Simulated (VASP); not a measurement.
# The low-index faces of Be, part 2 of 3

Aim: compare the low-index faces of Be at one level of theory.

VASP 6.6.1; PBEsol; plane waves and PAW (Be).

So far. Step 3 (The bulk reference, job self-consistent run, k-mesh …): The run ends at a pressure of 0.15 GPa.

**4. Relaxing the slab, 8 atoms, face Be(0001)**

System of this step: Be(0001). The cell holds 8 atoms: 8 Be. Its edges and angles: a = 2.257 Å, b = 2.257 Å, c = 27.464 Å, α = 90.0°, β = 90.0°, γ = 60.0°. It derives from Be. 8 layers of hcp Be, cut at this functional's lattice. Vacuum lies along c.

All atoms relax at the fixed cell.

INCAR

```
SYSTEM = Be
PREC = Normal
ENCUT = 320
EDIFF = 1E-05
NELM = 120
ISMEAR = 1
SIGMA = 0.15
LREAL = .FALSE.
ALGO = Fast
GGA = PS
NBANDS = 16
LORBIT = 11
LWAVE = .FALSE.
LCHARG = .FALSE.
KPAR = 4
IBRION = 2
NSW = 40
ISIF = 2
EDIFFG = -0.03
POTIM = 0.4
MAXMIX = 40
```

POSCAR

```
Be
1.0
    2.2565634702      0.0000000000      0.0000000000
    1.1282817351      1.9542412904      0.0000000000
    0.0000000000      0.0000000000     27.4642915484
Be
8
Direct
    0.6666666700      0.6666666700      0.2730818700
    0.0000000000      0.0000000000      0.3379156200
    0.6666666700      0.6666666700      0.4027493700
    0.0000000000      0.0000000000      0.4675831200
    0.6666666700      0.6666666700      0.5324168800
    0.0000000000      0.0000000000      0.5972506300
    0.6666666700      0.6666666700      0.6620843800
    0.0000000000      0.0000000000      0.7269181300
```

KPOINTS

```
Automatic mesh
0
Gamma
15 15 1
0 0 0
```

PAW data sets: Be (PBE family, release 64).

The run is started by

```console
$ mpirun -np 4 vasp_std
```

The log of the run:

```text
[banner, memory and clock lines left out]
running    4 mpi-ranks, on    1 nodes
 distrk:  each k-point on    1 cores,    4 groups
 distr:  one band on    1 cores,    1 groups

 POSCAR found type information on POSCAR Be
 POSCAR found :  1 types and       8 ions
 [... a notice as in an earlier step ...]

 LDA part: xc-table for (Slater+PW92), standard interpolation
 POSCAR, INCAR and KPOINTS ok, starting setup
 FFT: planning ... GRIDC
 FFT: planning ... GRID_SOFT
 FFT: planning ... GRID
 WAVECAR not read
 entering main loop
       N       E                     dE             d eps       ncg     rms          rms(c)
DAV:   1     0.175779121611E+02    0.17578E+02   -0.44952E+03   872   0.537E+02
DAV:   2    -0.297480654242E+02   -0.47326E+02   -0.42991E+02  1240   0.124E+02
DAV:   3    -0.316878817748E+02   -0.19398E+01   -0.19150E+01  1216   0.229E+01
DAV:   4    -0.317244292975E+02   -0.36548E-01   -0.36531E-01  1248   0.344E+00
DAV:   5    -0.317256466279E+02   -0.12173E-02   -0.12172E-02  1368   0.563E-01    0.293E+00
RMM:   6    -0.311389409601E+02    0.58671E+00   -0.49155E-01   899   0.222E+00    0.176E+00
RMM:   7    -0.310008397463E+02    0.13810E+00   -0.99154E-02   901   0.113E+00    0.106E+00
RMM:   8    -0.309041918081E+02    0.96648E-01   -0.70538E-02   897   0.102E+00    0.369E-01
RMM:   9    -0.308951505108E+02    0.90413E-02   -0.13427E-02   898   0.461E-01    0.136E-01
RMM:  10    -0.308943995610E+02    0.75095E-03   -0.26313E-03   891   0.226E-01    0.694E-02
RMM:  11    -0.308942972432E+02    0.10232E-03   -0.16766E-03   889   0.135E-01    0.417E-02
RMM:  12    -0.308947361952E+02   -0.43895E-03   -0.51282E-04   834   0.835E-02    0.277E-02
RMM:  13    -0.308951043102E+02   -0.36812E-03   -0.26499E-04   812   0.552E-02    0.120E-02
RMM:  14    -0.308952446289E+02   -0.14032E-03   -0.83430E-05   743   0.317E-02    0.848E-03
RMM:  15    -0.308953117745E+02   -0.67146E-04   -0.32827E-05   669   0.176E-02    0.425E-03
RMM:  16    -0.308954356910E+02   -0.12392E-03   -0.15643E-05   646   0.118E-02    0.241E-03
RMM:  17    -0.308955632478E+02   -0.12756E-03   -0.13987E-05   603   0.978E-03    0.231E-03
RMM:  18    -0.308955883631E+02   -0.25115E-04   -0.21168E-06   477   0.461E-03    0.636E-04
RMM:  19    -0.308955957778E+02   -0.74147E-05   -0.49190E-07   420   0.365E-03
   1 F= -.30895596E+02 E0= -.30893429E+02  d E =-.308956E+02
 curvature:   0.00 expect dE= 0.000E+00 dE for cont linesearch  0.000E+00
 trial: gam= 0.00000 g(F)=  0.310E-02 g(S)=  0.000E+00 ort = 0.000E+00 (trialstep = 0.100E+01)
 search vector abs. value=  0.310E-02
 bond charge predicted
       N       E                     dE             d eps       ncg     rms          rms(c)
DAV:   1    -0.308987004935E+02   -0.31121E-02   -0.30235E-02  1256   0.850E-01    0.711E-02
RMM:   2    -0.308981847418E+02    0.51575E-03   -0.15400E-03   891   0.197E-01    0.152E-02
RMM:   3    -0.308982224478E+02   -0.37706E-04   -0.11304E-04   834   0.627E-02    0.544E-03
RMM:   4    -0.308982361856E+02   -0.13738E-04   -0.25135E-05   718   0.262E-02    0.157E-03
RMM:   5    -0.308982380653E+02   -0.18796E-05   -0.46718E-06   605   0.111E-02
   2 F= -.30898238E+02 E0= -.30896030E+02  d E =-.264229E-02
[...]
3 F= -.30901020E+02 E0= -.30898867E+02  d E =-.542383E-02
[...]
4 F= -.30902365E+02 E0= -.30900278E+02  d E =-.134563E-02
[...]
5 F= -.30903377E+02 E0= -.30901468E+02  d E =-.235744E-02
[...]
6 F= -.30904085E+02 E0= -.30902244E+02  d E =-.708381E-03
[...]
7 F= -.30904379E+02 E0= -.30902631E+02  d E =-.100178E-02
[...]
8 F= -.30905044E+02 E0= -.30903370E+02  d E =-.664846E-03
 ZBRENT: can't locate minimum, use default step
 trial-energy change:   -0.000665  1 .order   -0.000663   -0.000715   -0.000610
 step:   8.3271(harm= 14.0918)  dis= 0.02466  next Energy=   -30.906800 (dE=-0.242E-02)
 bond charge predicted
       N       E                     dE             d eps       ncg     rms          rms(c)
DAV:   1    -0.309065329795E+02   -0.14863E-02   -0.19163E-01   864   0.231E+00    0.742E-02
RMM:   2    -0.309063067334E+02    0.22625E-03   -0.24421E-03   893   0.296E-01    0.499E-03
RMM:   3    -0.309063340234E+02   -0.27290E-04   -0.22441E-04   882   0.889E-02    0.376E-03
RMM:   4    -0.309063374216E+02   -0.33981E-05   -0.42340E-05   753   0.358E-02
   9 F= -.30906337E+02 E0= -.30904872E+02  d E =-.195860E-02
 curvature: -12.91 expect dE=-0.955E-03 dE for cont linesearch -0.239E-03
 trial: gam=-0.18251 g(F)=  0.740E-04 g(S)=  0.000E+00 ort = 0.123E-03 (trialstep = 0.333E+01)
 search vector abs. value=  0.563E-04
 reached required accuracy - stopping structural energy minimisation
```

The job ended after 8 s (4 MPI ranks of AMD EPYC 9R45, shared host; peak memory 0.56 GiB; 30 s of CPU time).

OUTCAR, selected parts (step 4):

```text
  LATTYP: Found a hexagonal cell.
 ALAT       =     2.2565634702
 C/A-ratio  =    12.1708482441

 Subroutine GETGRP returns: Found 12 space group operations
 (whereof  6 operations were pure point group operations)

The static configuration has the point symmetry C_3v.
 The point group associated with its full space group is D_3d.

 Found     27 irreducible k-points:

   k-points           NKPTS =     27   k-points in BZ     NKDIM =     27   number of bands    NBANDS=     16

   dimension x,y,z NGX =    10 NGY =   10 NGZ =  120
   dimension x,y,z NGXF=    20 NGYF=   20 NGZF=  240

   ENCUT  =  320.0 eV  23.52 Ry    4.85 a.u.   3.29  3.29 40.06*2*pi/ulx,y,z

   NELECT =      16.0000    total number of electrons

 E-fermi :   0.8358

 k-point     1 :       0.0000    0.0000    0.0000
  band No.  band energies     occupation
    ...
      5      -6.8715      2.00000
      6      -5.6300      2.00000
      7      -4.3080      2.00000
      8      -1.8892      2.00000
      9      -1.7018      2.00000
     10       3.1693     -0.00000
     11       4.7511      0.00000
     12       5.7886      0.00000
     13       6.1729      0.00000
     14       7.3070      0.00000
    ...

 k-point     2 :       0.0667    0.0000    0.0000
  band No.  band energies     occupation
    ...
      5      -6.7380      2.00000
      6      -5.4922      2.00000
      7      -4.1600      2.00000
      8      -1.7460      2.00000
      9      -1.5474      2.00000
     10       3.2291     -0.00000
     11       4.8484      0.00000
     12       5.9336      0.00000
     13       6.3287      0.00000
     14       7.4601      0.00000
    ...

  Total       -1.6880262     -1.6880262      0.2216466      0.0000000      0.0000000      0.0000000
  in kB      -22.3303551    -22.3303551      2.9320921      0.0000000      0.0000000      0.0000000
  external PRESSURE =     -13.9095394 kB  Pullay stress =       0.0000000 kB

  energy-cutoff  :      320.00
  volume of cell :      121.11
      direct lattice vectors                 reciprocal lattice vectors
     2.256563470  0.000000000  0.000000000     0.443151727 -0.255853769  0.000000000
     1.128281735  1.954241290  0.000000000     0.000000000  0.511707538  0.000000000
     0.000000000  0.000000000 27.464291548     0.000000000  0.000000000  0.036410916

 POSITION                                       TOTAL-FORCE (eV/Angst)
 -----------------------------------------------------------------------------------
      2.25656      1.30283      7.42504         0.000000      0.000000      0.000119
      0.00000      0.00000      9.26484         0.000000     -0.000000     -0.007781
      2.25656      1.30283     11.05986        -0.000000     -0.000000     -0.022878
      0.00000      0.00000     12.84372         0.000000      0.000000     -0.019342
      2.25656      1.30283     14.62057        -0.000000     -0.000000      0.019342
      0.00000      0.00000     16.40443         0.000000      0.000000      0.022878
      2.25656      1.30283     18.19945        -0.000000      0.000000      0.007781
      0.00000      0.00000     20.03925        -0.000000     -0.000000     -0.000119
 -----------------------------------------------------------------------------------
    total drift:                                0.000000      0.000000     -0.000008

  FREE ENERGIE OF THE ION-ELECTRON SYSTEM (eV)
  ---------------------------------------------------
  free  energy   TOTEN  =       -30.9063374216 eV

  energy  without entropy=      -30.9019421200  energy(sigma->0) =      -30.90487232

 total charge
# of ion       s       p       d       tot
------------------------------------------
    1        0.407   0.640   0.000   1.047
    2        0.414   0.744   0.000   1.159
    3        0.412   0.764   0.000   1.176
    4        0.412   0.771   0.000   1.182
    5        0.412   0.771   0.000   1.182
    6        0.412   0.764   0.000   1.176
    7        0.414   0.744   0.000   1.159
    8        0.407   0.640   0.000   1.047
--------------------------------------------------
tot          3.290   5.838   0.000   9.128

[... 1 part as in an earlier step ...]

[... 7 further parts left out ...]
```

The run keeps the 12 symmetry operations of its start, so it cannot find a distortion of lower symmetry.

Step by step:

```csv
step,energy less that of the first step (eV),largest force (eV/Å)
1,0.0000,0.1659
2,-0.0026,0.1327
3,-0.0054,0.0770
4,-0.0068,0.0566
5,-0.0078,0.0446
6,-0.0085,0.0330
7,-0.0088,0.0551
8,-0.0094,0.0461
9,-0.0107,0.0229
```

The atoms that moved most (Å):

```csv
atom,dx,dy,dz,length
Be1,0.000,0.000,-0.075,0.075
Be8,0.000,0.000,0.075,0.075
Be2,0.000,0.000,-0.016,0.016
Be7,0.000,0.000,0.016,0.016
```

The relaxed structure:

```cif
data_structure
_symmetry_space_group_name_H-M 'P 1'
_symmetry_Int_Tables_number 1
_cell_length_a 2.2566
_cell_length_b 2.2566
_cell_length_c 27.4643
_cell_angle_alpha 90.000
_cell_angle_beta 90.000
_cell_angle_gamma 60.000
_cell_volume 121.11
loop_
_atom_site_label
_atom_site_type_symbol
_atom_site_fract_x
_atom_site_fract_y
_atom_site_fract_z
_atom_site_occupancy
Be1 Be 0.66667 0.66667 0.27035 1
Be2 Be 0.00000 0.00000 0.33734 1
Be3 Be 0.66667 0.66667 0.40270 1
Be4 Be 0.00000 0.00000 0.46765 1
Be5 Be 0.66667 0.66667 0.53235 1
Be6 Be 0.00000 0.00000 0.59730 1
Be7 Be 0.66667 0.66667 0.66266 1
Be8 Be 0.00000 0.00000 0.72965 1
```

This step gave:

| Quantity | Value |
| --- | --- |
| electronic cycles | 50 |
| electrons | 16 |
| free energy (TOTEN) | -30.91 eV |
| energy at zero smearing | -30.90 eV |
| Fermi energy | 0.8358 eV |

The run ended after 9 ionic steps, 0.011 eV below its first step, once the forces on the free atoms met EDIFFG = -0.03.

**5. Vacuum level and density of states, 8 atoms, face Be(0001)**

A static run writes the electrostatic potential without exchange and correlation (LVHAR), which is flat in the vacuum and gives the level to count from. The dipole correction cancels the field that unlike faces would set up across the vacuum.

INCAR

```
SYSTEM = Be
PREC = Normal
ENCUT = 320
EDIFF = 1E-06
NELM = 120
ISMEAR = 1
SIGMA = 0.15
LREAL = .FALSE.
ALGO = Fast
GGA = PS
NBANDS = 16
LORBIT = 11
LWAVE = .FALSE.
LCHARG = .TRUE.
KPAR = 4
IDIPOL = 3
LDIPOL = .TRUE.
DIPOL = 0.5 0.5 0.5
LVHAR = .TRUE.
LVACPOTAV = .TRUE.
NEDOS = 1500
```

POSCAR

```
Be
1.0
    2.2565634702      0.0000000000      0.0000000000
    1.1282817351      1.9542412904      0.0000000000
    0.0000000000      0.0000000000     27.4642915484
Be
8
Direct
    0.6666666700      0.6666666700      0.2703523835
    0.0000000000      0.0000000000      0.3373413686
    0.6666666700      0.6666666700      0.4026998086
    0.0000000000      0.0000000000      0.4676515766
    0.6666666700      0.6666666700      0.5323484234
    0.0000000000      0.0000000000      0.5973001914
    0.6666666700      0.6666666700      0.6626586314
    0.0000000000      0.0000000000      0.7296476165
```

KPOINTS is that of step 4.

The run is started by

```console
$ mpirun -np 4 vasp_std
```

The log of the run:

```text
[... set-up lines as in an earlier step ...]
 entering main loop
       N       E                     dE             d eps       ncg     rms          rms(c)
DAV:   1     0.170172250304E+02    0.17017E+02   -0.44831E+03   872   0.537E+02
DAV:   2    -0.297049803977E+02   -0.46722E+02   -0.42553E+02  1232   0.123E+02
DAV:   3    -0.316337978456E+02   -0.19288E+01   -0.18960E+01  1208   0.228E+01
DAV:   4    -0.316700479191E+02   -0.36250E-01   -0.36232E-01  1232   0.342E+00
DAV:   5    -0.316712141926E+02   -0.11663E-02   -0.11661E-02  1352   0.550E-01    0.286E+00
RMM:   6    -0.311587424785E+02    0.51247E+00   -0.44128E-01  1072   0.209E+00    0.180E+00
RMM:   7    -0.310130173536E+02    0.14573E+00   -0.86377E-02  1020   0.107E+00    0.111E+00
RMM:   8    -0.309148560943E+02    0.98161E-01   -0.54933E-02  1082   0.964E-01    0.377E-01
RMM:   9    -0.309057752558E+02    0.90808E-02   -0.12847E-02  1135   0.437E-01    0.137E-01
RMM:  10    -0.309052309840E+02    0.54427E-03   -0.21221E-03  1153   0.204E-01    0.622E-02
RMM:  11    -0.309051008821E+02    0.13010E-03   -0.12741E-03  1115   0.123E-01    0.330E-02
RMM:  12    -0.309056004548E+02   -0.49957E-03   -0.55323E-04  1134   0.778E-02    0.212E-02
RMM:  13    -0.309059375674E+02   -0.33711E-03   -0.27189E-04  1117   0.527E-02    0.114E-02
RMM:  14    -0.309060130880E+02   -0.75521E-04   -0.66222E-05  1078   0.271E-02    0.597E-03
RMM:  15    -0.309060841549E+02   -0.71067E-04   -0.24511E-05  1063   0.158E-02    0.342E-03
RMM:  16    -0.309062179351E+02   -0.13378E-03   -0.11520E-05   996   0.109E-02    0.241E-03
RMM:  17    -0.309063230477E+02   -0.10511E-03   -0.10427E-05   941   0.833E-03    0.115E-03
RMM:  18    -0.309063309579E+02   -0.79102E-05   -0.85251E-07   827   0.343E-03    0.506E-04
RMM:  19    -0.309063396068E+02   -0.86489E-05   -0.54190E-07   730   0.226E-03    0.146E-04
RMM:  20    -0.309063404602E+02   -0.85340E-06   -0.93940E-08   547   0.128E-03
 -----------------------------------------------------------------------------
|                                                                             |
|           W    W    AA    RRRRR   N    N  II  N    N   GGGG   !!!           |
|           W    W   A  A   R    R  NN   N  II  NN   N  G    G  !!!           |
|           W    W  A    A  R    R  N N  N  II  N N  N  G       !!!           |
|           W WW W  AAAAAA  RRRRR   N  N N  II  N  N N  G  GGG   !            |
|           WW  WW  A    A  R   R   N   NN  II  N   NN  G    G                |
|           W    W  A    A  R    R  N    N  II  N    N   GGGG   !!!           |
|                                                                             |
|     Did not find any points to average over, which means that no vacuum     |
|     field-free region was found. Please increase the size of  your cell     |
|     in the dimension of the dipole correction to obtain accurate            |
|     workfunction values.                                                    |
|                                                                             |
 -----------------------------------------------------------------------------

   1 F= -.30906340E+02 E0= -.30904879E+02  d E =-.438500E-02
```

Run time: 3.6 s. Hardware: 4 MPI ranks; peak memory 0.49 GiB; 12 s of CPU time.

Parts of OUTCAR (step 5):

```text
   NELECT =      16.0000    total number of electrons

 dipolmoment           0.000000      0.000000     -0.000000 electrons x Angstroem

 E-fermi :   0.8371

 k-point     1 :       0.0000    0.0000    0.0000
  band No.  band energies     occupation
    ...
      5      -6.8703      2.00000
      6      -5.6290      2.00000
      7      -4.3070      2.00000
      8      -1.8882      2.00000
      9      -1.7009      2.00000
     10       3.1702     -0.00000
     11       4.7512      0.00000
     12       5.7843      0.00000
     13       6.1732      0.00000
     14       7.3336      0.00000
    ...

  Total       -1.6888558     -1.6888558      0.2203495      0.0000000      0.0000000      0.0000000
  in kB      -22.3413300    -22.3413299      2.9149331      0.0000000      0.0000000      0.0000000
  external PRESSURE =     -13.9225756 kB  Pullay stress =       0.0000000 kB

 POSITION                                       TOTAL-FORCE (eV/Angst)
 -----------------------------------------------------------------------------------
      2.25656      1.30283      7.42504         0.000000     -0.000000     -0.000235
      0.00000      0.00000      9.26484        -0.000000      0.000000     -0.007305
      2.25656      1.30283     11.05986        -0.000000     -0.000000     -0.024033
      0.00000      0.00000     12.84372         0.000000     -0.000000     -0.019126
      2.25656      1.30283     14.62057         0.000000     -0.000000      0.019126
      0.00000      0.00000     16.40443         0.000000      0.000000      0.024033
      2.25656      1.30283     18.19945         0.000000     -0.000000      0.007305
      0.00000      0.00000     20.03925        -0.000000      0.000000      0.000235
 -----------------------------------------------------------------------------------
    total drift:                                0.000000      0.000000     -0.000008

  FREE ENERGIE OF THE ION-ELECTRON SYSTEM (eV)
  ---------------------------------------------------
  free  energy   TOTEN  =       -30.9063404602 eV

  energy  without entropy=      -30.9019554618  energy(sigma->0) =      -30.90487879

 vacuum level on the upper side and lower side of the slab         6.302         6.302

[... 9 parts as in an earlier step ...]

[... 8 further parts left out ...]
```

This step gave:

- electronic cycles: 20
- Fermi energy: 0.8371 eV
- dipole moment: 0, 0, 0 e·Å
- vacuum levels: 6.302, 6.302 eV
- work functions of the upper and lower face: 5.465, 5.465 eV

The planar average of the electrostatic potential oscillates, so the rows of the table below give means over windows of 1.83 Å about each position, cut where the curve ends. Its maxima inside the range that stand out by 2 % of the span (Å: eV): 8.4: -0.845, 10.2: -1.43, 11.9: -1.72, 13.7: -1.76, 15.6: -1.72, 17.3: -1.43, 19.1: -0.845. Its minima: 7.4: -11.1, 9.3: -11.5, 11.1: -11.7, 12.8: -11.9, 14.6: -11.9, 16.4: -11.7, 18.2: -11.5, 20.0: -11.1.

Zero at the Fermi level. The planar average of the electrostatic potential by height; means over each step:

```csv
height (Å),planar average of the electrostatic potential (eV)
0.92,5.47
2.75,5.47
4.58,5.42
6.41,0.303
8.23,-5.95
10.07,-6.59
11.89,-6.86
13.73,-6.97
15.55,-6.86
17.38,-6.59
19.21,-5.95
21.05,0.178
22.88,5.41
24.70,5.47
26.54,5.47
```

Density of states in the PAW spheres, an atom over height of the layer and energy from the Fermi level.

Ten even steps from '0' (0.037 states/eV) to '9' (0.271 states/eV), each cell a mean:
```
20000002
53100135
54211245
53333335
96322369
84211248
64577546
33333333
56766765
22344322
24244242
45644654
23444432
24466442
33433433
13433431
12233221
23344332
01200210
13233231
01222210
03211230
```
Columns: height of the layer (Å) from 7.4 to 20 (not evenly spaced); rows upwards: energy from the Fermi level (eV) from -7.9 to 0.5.

Valence density in the ca plane at fractional y = 0.000, with atoms of Be within 0.2 Å of it. It is the smooth field of the valence electrons, not physical close to the nuclei.

Ten even steps from '0' (0.00 e/Å³) to '9' (0.29 e/Å³), each cell a mean:
```
54799999985589999998558999988744531000000000
87899999998799999998789999988877631000000000
99888888889988888888998888888898631000000000
89888888888988888888988888888898631000000000
99888888889988888888998888888898631000000000
88889999998899999999889899988888631000000000
65899999986689999998569999988755531000000000
43799999983389999997348999988633431000000000
```
Columns run along c (16.0 Å, from fractional 0.33 to 0.91 of the cell), rows up along a (2.3 Å). Atoms in or near the plane, at fractional coordinates: Be at (0.34, 0.00), Be at (0.47, 0.00), Be at (0.60, 0.00), Be at (0.73, 0.00).

The map of layer states is cut here 0.5 eV above the Fermi level, so it leaves out the states above that.

The vacuum level lies 5.46 eV above the Fermi level at the upper face; both faces agree, as the slab has next to no dipole.

The program found no field-free point at its default tolerance, but its printed level agrees with the flat part of the planar average.

On this mesh the fine structure of the density of states is sampling noise, and high empty states may be cut by the number of bands.

(Continued in part 3 of 3.)

[Lines on the potential files, build, host, timing and source positions are cut from VASP's logs without a mark.]

[Logs are printed without paths, hosts, clocks, repeated set-up lines and the standing remarks that a program may print on its own settings, such as how far it seeks lower states.]

[Hosts, paths, dates, database ids (printed as entryN), source tags and the programs' standing remarks are cut or masked in the printed files.]

[Runs that stopped without an error message from VASP are left out.]
